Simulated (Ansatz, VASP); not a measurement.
**Two plane-wave programs on Na2Al2O**

```
Na Al O
1.0
     4.34825    0.00000    0.00000
    -2.17412    3.76569    0.00000
     0.00000    0.00000    6.95091
Na Al O
2 2 1
Direct
  0.33333 0.66667 0.00000
  0.66667 0.33333 0.00000
  0.33333 0.66667 0.50000
  0.66667 0.33333 0.50000
  0.00000 0.00000 0.00000
```

Alike in both runs: functional PBE; k mesh 12 × 12 × 6; occupations gaussian, width 0.1 eV; no spin polarisation.

Ansatz relaxed the structure, and its values are those at the end. VASP's run is a single point on that final structure, the one shown.

|  | VASP | Ansatz |
| --- | --- | --- |
| version | VASP 6.6.1 | Ansatz 0.2.0 |
| potentials or method | VASP PAW PBE potentials, release 64 (Na_pv, Al, O) | scalar-relativistic, plane waves, PAW |
| plane-wave cutoff (eV) | 520 | 420 |
| valence electrons in the cell | 26 | 30 |

```tsv
	VASP	Ansatz	Ansatz less VASP
gap on the k mesh at the Fermi level (eV)	none	none	-
pressure (GPa)	0.0	0.0	+0.01
```

A gap of «none» marks a metal or a gap that the smearing closes. The two sets of potentials don't hold the same shells in valence.
